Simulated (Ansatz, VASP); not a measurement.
# WC (Qusongite): VASP beside Ansatz

Wanted: the spread between two codes on one cell, functional and k mesh. The cell is taken from a series of runs on this material, whose earlier steps may have relaxed, scaled, displaced or heated it; both programs get it as it stands.

Program: Ansatz 0.2.0. Level of theory: plane waves, with VASP 6.6.1 beside it; zone-centre phonons at LDA. Results are calculated unless marked as measured.

## Step 1: Starting point

It takes space group P-6m2 (No. 187, hexagonal). Conventional cell: a = 2.925 Å, b = 2.925 Å, c = 2.843 Å, α = 90.00°, β = 90.00°, γ = 120.00°. Nearest to C lie 6 W at 2.21 Å. Nearest to W lie 6 C at 2.21 Å. Farther neighbours are not listed.

As a file:

```xyz
2
Lattice="2.9254 0.0000 0.0000 -1.4627 2.5334 0.0000 0.0000 0.0000 2.8431" Properties=species:S:1:pos:R:3 pbc="T T T"
C     1.4627    0.8445    1.4215
W    -1.4627    2.5334    0.0000
```

## Step 2: VASP: zone-centre phonons, LDA

Second derivatives magnify differences that forces hide, and they need a tight electronic threshold.

Lines of VASP's logs that name or quote its potential files are left out, and so is its time.

The input, INCAR:

```
SYSTEM = WC
PREC = Accurate
ENCUT = 600
EDIFF = 1E-08
NELM = 120
ISMEAR = 1
SIGMA = 0.2
LREAL = .FALSE.
ALGO = Normal
GGA = PW92
NBANDS = 11
LASPH = .TRUE.
LORBIT = 11
LWAVE = .FALSE.
LCHARG = .FALSE.
ISIF = 2
IBRION = 8
GGA_COMPAT = .FALSE.
KPAR = 2
```

The input, POSCAR:

```
WC
1.0
    2.9253674746      0.0000000000      0.0000000000
   -1.4626837373      2.5334425484      0.0000000000
    0.0000000000      0.0000000000      2.8430575539
C W
1 1
Direct
    0.6666666667      0.3333333333      0.5000000000
    0.0000000000      1.0000000000      0.0000000000
```

The input, KPOINTS:

```
Automatic mesh
0
Gamma
18 18 16
0 0 0
```

The projector-augmented-wave data sets are C and W (LDA family, release 64).

Run with:

```
mpirun -np 2 vasp_std
```

Numbers of over 12 decimals in the logs are rounded to 6 here.

What it wrote:

```text
[banner, memory and clock lines left out]
running    2 mpi-ranks, on    1 nodes
 distrk:  each k-point on    1 cores,    2 groups
 distr:  one band on    1 cores,    1 groups

 POSCAR found type information on POSCAR C W
 POSCAR found :  2 types and       2 ions
|                                                                             |
|               ----> ADVICE to this user running VASP <----                  |
|                                                                             |
|     You enforced a specific xc type in the INCAR file but a different       |
|     [... a line on the potential file left out ...]
|     I HOPE YOU KNOW WHAT YOU ARE DOING!                                     |
|                                                                             |

 LDA part: xc-table for (Slater(with rela. corr.)+PW92), standard interpolation
 POSCAR, INCAR and KPOINTS ok, starting setup
 FFT: planning ... GRIDC
 FFT: planning ... GRID_SOFT
 FFT: planning ... GRID
 WAVECAR not read
 entering main loop
       N       E                     dE             d eps       ncg     rms          rms(c)
DAV:   1     0.219951339971E+02    0.21995E+02   -0.54633E+03  7326   0.922E+02
DAV:   2    -0.260649864465E+02   -0.48060E+02   -0.45819E+02  8638   0.198E+02
DAV:   3    -0.279435143223E+02   -0.18785E+01   -0.18602E+01  9063   0.333E+01
DAV:   4    -0.279541269008E+02   -0.10613E-01   -0.10610E-01  7904   0.292E+00
DAV:   5    -0.279541621989E+02   -0.35298E-04   -0.35297E-04  8889   0.174E-01    0.326E+01
DAV:   6    -0.249262814061E+02    0.30279E+01   -0.14586E+01  8476   0.226E+01    0.981E+00
DAV:   7    -0.248278056540E+02    0.98476E-01   -0.78781E-01  7503   0.698E+00    0.795E+00
DAV:   8    -0.247818599522E+02    0.45946E-01   -0.13432E-01  8054   0.279E+00    0.249E+00
DAV:   9    -0.247746699413E+02    0.71900E-02   -0.16550E-02  7923   0.842E-01    0.110E-01
DAV:  10    -0.247745277627E+02    0.14218E-03   -0.76188E-04  8330   0.238E-01    0.126E-01
DAV:  11    -0.247745159056E+02    0.11857E-04   -0.66682E-05  8529   0.555E-02    0.742E-03
DAV:  12    -0.247745153900E+02    0.51556E-06   -0.43080E-06  8198   0.141E-02    0.938E-03
DAV:  13    -0.247745153324E+02    0.57635E-07   -0.34356E-07  8385   0.512E-03    0.114E-03
DAV:  14    -0.247745153329E+02   -0.50761E-09   -0.12445E-08  4659   0.873E-04
   1 F= -.24774515E+02 E0= -.24774342E+02  d E =-.518584E-03
 Linear response reoptimize wavefunctions to high precision
DAV:   1    -0.247745153332E+02   -0.33231E-09   -0.25529E-09  7856   0.429E-04
DAV:   2    -0.247745153332E+02    0.13642E-11   -0.34844E-11  3828   0.515E-05
 Linear response DOF=           4
 Linear response progress:
  Degree of freedom:   1/  4
       N       E                     dE             d eps       ncg     rms          rms(c)
RMM:   1    -0.119370705557E+00   -0.11937E+00    0.21376E-02 73019   0.207E+00
RMM:   2    -0.114927624268E+00    0.44431E-02   -0.23255E-03 50461   0.435E-01    0.205E-01
RMM:   3    -0.115201020839E+00   -0.27340E-03   -0.46753E-04 47905   0.144E-01    0.107E-01
RMM:   4    -0.115963110013E+00   -0.76209E-03   -0.32333E-04 48206   0.114E-01    0.245E-02
RMM:   5    -0.115932627314E+00    0.30483E-04   -0.41429E-06 52432   0.176E-02    0.997E-04
RMM:   6    -0.115943946204E+00   -0.11319E-04   -0.16095E-07 52937   0.208E-03    0.435E-04
RMM:   7    -0.115941097084E+00    0.28491E-05    0.69108E-08 53381   0.348E-04    0.716E-05
RMM:   8    -0.115941208823E+00   -0.11174E-06    0.22917E-09 55176   0.573E-05    0.277E-05
RMM:   9    -0.115941130461E+00    0.78363E-07    0.40416E-09 55183   0.150E-05    0.505E-06
RMM:  10    -0.115941110805E+00    0.19656E-07    0.14314E-09 51938   0.419E-06    0.880E-07
RMM:  11    -0.115941109308E+00    0.14970E-08   -0.41988E-10 31654   0.215E-06    0.293E-07
 first order change of Fermi-energy   0.62502E-05
 force on displaced ion       1 direction 1 : -14.581   0.002   0.000
 Linear response progress:
  Degree of freedom:   2/  4
       N       E                     dE             d eps       ncg     rms          rms(c)
RMM:   1    -0.123216539730E+00   -0.12322E+00    0.32157E-02 25648   0.215E+00
RMM:   2    -0.119373720808E+00    0.38428E-02   -0.26026E-03 17892   0.465E-01    0.188E-01
RMM:   3    -0.119470364016E+00   -0.96643E-04   -0.82386E-04 16915   0.184E-01    0.906E-02
RMM:   4    -0.120339815909E+00   -0.86945E-03   -0.55872E-04 17414   0.138E-01    0.210E-02
RMM:   5    -0.120331761368E+00    0.80545E-05   -0.97651E-06 18363   0.212E-02    0.285E-03
RMM:   6    -0.120357829220E+00   -0.26068E-04   -0.62101E-07 18072   0.467E-03    0.531E-04
RMM:   7    -0.120357988731E+00   -0.15951E-06   -0.27861E-08 18874   0.631E-04    0.252E-04
RMM:   8    -0.120356887001E+00    0.11017E-05   -0.16018E-08 18968   0.105E-04    0.290E-05
RMM:   9    -0.120356839717E+00    0.47284E-07    0.90015E-09 19233   0.288E-05    0.734E-06
RMM:  10    -0.120356816371E+00    0.23346E-07   -0.37558E-09 19515   0.833E-06    0.717E-07
RMM:  11    -0.120356817163E+00   -0.79208E-09    0.72640E-10 13539   0.255E-06    0.396E-07
 first order change of Fermi-energy   0.25200E-03
 force on displaced ion       1 direction 3 :  -0.000  -0.000 -12.637
 Linear response progress:
  Degree of freedom:   3/  4
       N       E                     dE             d eps       ncg     rms          rms(c)
RMM:   1    -0.110484923757E+00   -0.11048E+00   -0.86356E-02 63988   0.185E+00
RMM:   2    -0.107686971426E+00    0.27980E-02   -0.17365E-03 49586   0.320E-01    0.199E-01
RMM:   3    -0.106796949978E+00    0.89002E-03   -0.31923E-04 51664   0.110E-01    0.116E-01
RMM:   4    -0.106403563252E+00    0.39339E-03   -0.48281E-04 51676   0.134E-01    0.175E-02
RMM:   5    -0.106430096658E+00   -0.26533E-04    0.43015E-07 53677   0.146E-02    0.342E-03
RMM:   6    -0.106434939209E+00   -0.48426E-05   -0.10861E-07 53565   0.155E-03    0.111E-03
RMM:   7    -0.106436006320E+00   -0.10671E-05   -0.11083E-07 53810   0.681E-04    0.143E-04
RMM:   8    -0.106435317278E+00    0.68904E-06   -0.10282E-07 55807   0.130E-04    0.223E-05
RMM:   9    -0.106435300720E+00    0.16558E-07    0.62772E-09 55669   0.234E-05    0.534E-06
RMM:  10    -0.106435298697E+00    0.20235E-08    0.68805E-09 57475   0.861E-06    0.350E-06
 first order change of Fermi-energy  -0.61748E-04
 force on displaced ion       2 direction 1 : -14.583   0.002   0.000
 Linear response progress:
  Degree of freedom:   4/  4
       N       E                     dE             d eps       ncg     rms          rms(c)
RMM:   1    -0.115504381995E+00   -0.11550E+00   -0.94866E-02 23496   0.191E+00
RMM:   2    -0.111755544311E+00    0.37488E-02   -0.22020E-03 17515   0.375E-01    0.168E-01
RMM:   3    -0.111154627816E+00    0.60092E-03   -0.21437E-04 18238   0.100E-01    0.928E-02
RMM:   4    -0.111074021717E+00    0.80606E-04   -0.34590E-04 17988   0.122E-01    0.131E-02
RMM:   5    -0.111095805595E+00   -0.21784E-04   -0.27761E-06 19012   0.127E-02    0.396E-03
RMM:   6    -0.111107880050E+00   -0.12074E-04    0.90153E-09 18966   0.155E-03    0.123E-03
RMM:   7    -0.111110722086E+00   -0.28420E-05   -0.19864E-09 18903   0.679E-04    0.245E-04
RMM:   8    -0.111110766019E+00   -0.43934E-07   -0.39531E-09 19526   0.120E-04    0.905E-05
RMM:   9    -0.111110327526E+00    0.43849E-06    0.35020E-09 19536   0.454E-05    0.475E-06
RMM:  10    -0.111110320966E+00    0.65600E-08    0.10126E-09 20002   0.762E-06    0.199E-06
 first order change of Fermi-energy  -0.41282E-03
 force on displaced ion       2 direction 3 :  -0.000  -0.000 -12.641
 Linear response finished
```

Parts of OUTCAR (step 2):

```text
ion  position               nearest neighbor table
   1  0.667  0.333  0.500-   2 2.21   2 2.21   2 2.21   2 2.21   2 2.21   2 2.21
   2  0.000  0.000  0.000-   1 2.21   1 2.21   1 2.21   1 2.21   1 2.21   1 2.21

  LATTYP: Found a hexagonal cell.
 ALAT       =     2.9253674746
 C/A-ratio  =     0.9718633910

 Subroutine GETGRP returns: Found 12 space group operations
 (whereof 12 operations were pure point group operations)

The static configuration has the point symmetry D_3h.

 Found    333 irreducible k-points:

   k-points           NKPTS =    333   k-points in BZ     NKDIM =    333   number of bands    NBANDS=     11

   dimension x,y,z NGX =    24 NGY =   24 NGZ =   24
   dimension x,y,z NGXF=    48 NGYF=   48 NGZF=   48

   ENCUT  =  600.0 eV  44.10 Ry    6.64 a.u.   5.84  5.84  5.68*2*pi/ulx,y,z

   NELECT =      10.0000    total number of electrons

 k-points in reciprocal lattice and weights: Automatic mesh
   0.00000000  0.00000000  0.00000000       0.000
   0.05555556  0.00000000  0.00000000       0.001
   0.11111111  0.00000000  0.00000000       0.001
   0.16666667  0.00000000  0.00000000       0.001
   0.22222222  0.00000000  0.00000000       0.001
   0.27777778  0.00000000  0.00000000       0.001
   0.33333333  0.00000000  0.00000000       0.001
   0.38888889  0.00000000  0.00000000       0.001
   0.44444444  0.00000000  0.00000000       0.001
[...]
0.33333333  0.27777778  0.50000000       0.002
   0.33333333  0.33333333  0.50000000       0.000

 average (electrostatic) potential at core
       1 -50.4506       2 -37.8326

  Total       -2.0524739     -2.0524739     -2.0431074     -0.0000000      0.0000000      0.0000000
  in kB     -156.0670020   -156.0670020   -155.3547853     -0.0000000      0.0000000      0.0000000
  external PRESSURE =    -155.8295964 kB  Pullay stress =       0.0000000 kB

  energy-cutoff  :      600.00
  volume of cell :       21.07
      direct lattice vectors                 reciprocal lattice vectors
     2.925367475  0.000000000  0.000000000     0.341837396  0.197359913  0.000000000
    -1.462683737  2.533442548  0.000000000     0.000000000  0.394719825  0.000000000
     0.000000000  0.000000000  2.843057554     0.000000000  0.000000000  0.351733998

 POSITION                                       TOTAL-FORCE (eV/Angst)
 -----------------------------------------------------------------------------------
      1.46268      0.84448      1.42153        -0.000000     -0.000000      0.000000
      0.00000      0.00000      0.00000         0.000000      0.000000      0.000000
 -----------------------------------------------------------------------------------
    total drift:                               -0.000000      0.000000      0.000000

 Eigenvectors and eigenvalues of the dynamical matrix
 ----------------------------------------------------

   1 f  =   17.778692 THz   111.706814 2PiTHz  593.033318 cm-1    73.526727 meV
             X         Y         Z           dx          dy          dz
      1.462684  0.844481  1.421529    -0.968850   -0.000000    0.000000
      0.000000  0.000000  0.000000     0.247650   -0.000000    0.000000

   2 f  =   17.778692 THz   111.706814 2PiTHz  593.033318 cm-1    73.526727 meV
             X         Y         Z           dx          dy          dz
      1.462684  0.844481  1.421529    -0.000000    0.968850    0.000000
      0.000000  0.000000  0.000000     0.000000   -0.247650    0.000000

   3 f  =   16.550950 THz   103.992686 2PiTHz  552.080264 cm-1    68.449198 meV
             X         Y         Z           dx          dy          dz
      1.462684  0.844481  1.421529     0.000000   -0.000000   -0.968842
      0.000000  0.000000  0.000000     0.000000    0.000000    0.247679

   4 f/i=    0.000240 THz     0.001507 2PiTHz    0.008002 cm-1     0.000992 meV
             X         Y         Z           dx          dy          dz
      1.462684  0.844481  1.421529    -0.247650   -0.000000    0.000000
      0.000000  0.000000  0.000000    -0.968850   -0.000000    0.000000

   5 f/i=    0.000240 THz     0.001507 2PiTHz    0.008002 cm-1     0.000992 meV
             X         Y         Z           dx          dy          dz
      1.462684  0.844481  1.421529     0.000000   -0.247650    0.000000
      0.000000  0.000000  0.000000     0.000000   -0.968850    0.000000

   6 f/i=    0.000722 THz     0.004535 2PiTHz    0.024075 cm-1     0.002985 meV
             X         Y         Z           dx          dy          dz
      1.462684  0.844481  1.421529     0.000000   -0.000000   -0.247679
      0.000000  0.000000  0.000000     0.000000    0.000000   -0.968842

 ELASTIC MODULI CONTR FROM IONIC RELAXATION (kBar)
 Direction    XX          YY          ZZ          XY          YZ          ZX
 --------------------------------------------------------------------------------
 XX         -97.3343     97.3343      0.0000     -0.0000      0.0000      0.0000
 YY          97.3343    -97.3343      0.0000      0.0000      0.0000      0.0000
 ZZ           0.0000      0.0000      0.0000      0.0000      0.0000      0.0000
 XY          -0.0000      0.0000      0.0000    -97.3343      0.0000      0.0000
 YZ           0.0000      0.0000      0.0000      0.0000      0.0000      0.0000
 ZX           0.0000      0.0000      0.0000      0.0000      0.0000      0.0000
 --------------------------------------------------------------------------------
```

The data set W keeps the semicore shell frozen, which is cheaper and a little less accurate.

(Continued in part 2 of 2.)

[Lines on the potential files, build, host, timing and source positions are cut from VASP's logs without a mark.]

[Logs are printed without paths, hosts, clocks, repeated set-up lines and the standing remarks that a program may print on its own settings, such as how far it seeks lower states.]

[Hosts, paths, dates, database ids (printed as entryN), source tags and the programs' standing remarks are cut or masked in the printed files.]
